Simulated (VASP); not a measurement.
Consider the following.

```
HfN
1.0
    0.00000     2.30520     2.30520
    2.30520     0.00000     2.30520
    2.30520     2.30520     0.00000
Hf N
1 1
Direct
  0.98482   0.01518   0.03687
  0.50000   0.50000   0.50000
```

Calculation: PBE GGA, VASP's PBE PAW potentials (set 64) (plane waves; VASP 6.6.1). Settings: 520 eV cut-off, 10×10×10 Γ-centred mesh, first-order Methfessel-Paxton smearing of 0.10 eV, potentials Hf_pv N.

Energy and stress use the plane-wave basis of the starting cell.

**Question.** The ions, cell shape and volume are relaxed. Which structure does the run end with?

**Answer.** 
```
HfN
1.0
   -0.00001     2.26731     2.26734
    2.26731    -0.00003     2.26734
    2.26729     2.26727     0.00000
Hf N
1 1
Direct
  0.99241   0.00759   0.01844
  0.49241   0.50759   0.51844
```
Space group Fm-3m (225), at a tolerance of 0.03 Å.

**Question.** How do energy and volume change from the first to the last step?

**Answer.** The energy (σ→0) changes by -60.6 meV/atom and the volume by -4.8 %, in 17 ionic steps.

The compound is HfN in the rock salt structure. In the starting cell atoms are displaced from their ideal sites. This run relaxes it. Symmetry was kept, so distortions that lower it aren't found. The electron count is odd and the run is not spin-polarised, which forces a metal.
